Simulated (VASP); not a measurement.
Input:

```
YN
1.0
    0.00000     2.42786     2.42786
    2.42786     0.00000     2.42786
    2.42786     2.42786     0.00000
N Y
1 1
Direct
  0.00000   0.00000   0.00000
  0.50000   0.50000   0.50000
```

Level of theory: PBEsol GGA with spin-orbit coupling, VASP's PBE PAW potentials (set 64) (plane waves; VASP). Settings: 520 eV cut-off, 9×9×9 Γ-centred mesh, Gaussian smearing of 0.050 eV, potentials N Y_sv.

Problem. Give the energies of bands 11 to 23 at the high-symmetry points, in eV from the valence-band maximum.

Solution. 
```json
[
 {"band": "11", "Γ": "-0.06", "X": "-1.49", "U": "-2.27", "L": "-4.22", "W": "-2.23"},
 {"band": "12", "Γ": "-0.06", "X": "-1.49", "U": "-2.27", "L": "-4.22", "W": "-2.23"},
 {"band": "13", "Γ": "0.00", "X": "-0.43", "U": "-1.60", "L": "-2.34", "W": "-1.63"},
 {"band": "14", "Γ": "0.00", "X": "-0.43", "U": "-1.60", "L": "-2.34", "W": "-1.63"},
 {"band": "15", "Γ": "0.00", "X": "-0.34", "U": "-1.35", "L": "-2.34", "W": "-1.50"},
 {"band": "16", "Γ": "0.00", "X": "-0.34", "U": "-1.35", "L": "-2.34", "W": "-1.50"},
 {"band": "17", "Γ": "3.08", "X": "0.05", "U": "2.40", "L": "5.77", "W": "3.98"},
 {"band": "18", "Γ": "3.08", "X": "0.05", "U": "2.40", "L": "5.77", "W": "3.98"},
 {"band": "19", "Γ": "3.08", "X": "6.97", "U": "6.33", "L": "6.45", "W": "4.01"},
 {"band": "20", "Γ": "3.08", "X": "6.97", "U": "6.33", "L": "6.45", "W": "4.01"},
 {"band": "21", "Γ": "3.14", "X": "7.42", "U": "7.16", "L": "6.49", "W": "7.49"},
 {"band": "22", "Γ": "3.14", "X": "7.42", "U": "7.16", "L": "6.49", "W": "7.49"},
 {"band": "23", "Γ": "4.24", "X": "8.06", "U": "7.92", "L": "6.74", "W": "8.11"}
]
```

The gap is indirect, 0.05 eV, from the valence maximum at Γ to the conduction minimum at X.

The structure comes from a measured YN entry (Fm-3m) of the Crystallography Open Database, whose conditions weren't checked. It was relaxed first.
